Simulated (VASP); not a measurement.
Input:

```
GaV
1.0
    2.73621     0.00000     0.00000
   -1.36810     2.36962     0.00000
    0.00000     0.00000     4.28422
V Ga
1 1
Direct
  0.00000   0.00000   0.00000
  0.33333   0.66667   0.50000
```

Computed with PBEsol GGA, VASP's PBE PAW potentials (set 64) (plane waves; VASP). Numerical set-up: 400 eV cut-off, Gaussian smearing of 0.050 eV, potentials V_sv Ga_d.

Task: Give the energies of bands 10 to 16 at the high-symmetry points, in eV from the Fermi level.

Result: 
```json
[
 {"band": "10", "Γ": "-10.93", "M": "-4.75", "K": "-2.98", "A": "-9.89", "L": "-4.82", "H": "-3.34"},
 {"band": "11", "Γ": "-2.62", "M": "-3.87", "K": "-2.46", "A": "-6.06", "L": "-3.19", "H": "-2.61"},
 {"band": "12", "Γ": "-2.06", "M": "-2.23", "K": "-2.05", "A": "-1.06", "L": "-2.44", "H": "-1.33"},
 {"band": "13", "Γ": "0.49", "M": "-1.53", "K": "-1.35", "A": "0.55", "L": "0.16", "H": "-0.65"},
 {"band": "14", "Γ": "0.49", "M": "1.32", "K": "-0.39", "A": "0.55", "L": "0.90", "H": "-0.41"},
 {"band": "15", "Γ": "1.84", "M": "3.10", "K": "1.70", "A": "1.77", "L": "0.93", "H": "0.86"},
 {"band": "16", "Γ": "1.84", "M": "3.48", "K": "1.93", "A": "1.77", "L": "2.73", "H": "3.33"}
]
```

It has no gap at this level: it comes out as a metal or semimetal.

The structure comes from a computed database's VGa entry (P-6m2); how it stands against other phases isn't given here. It was relaxed first. The run is not spin-polarised, so no magnetic state was tried.
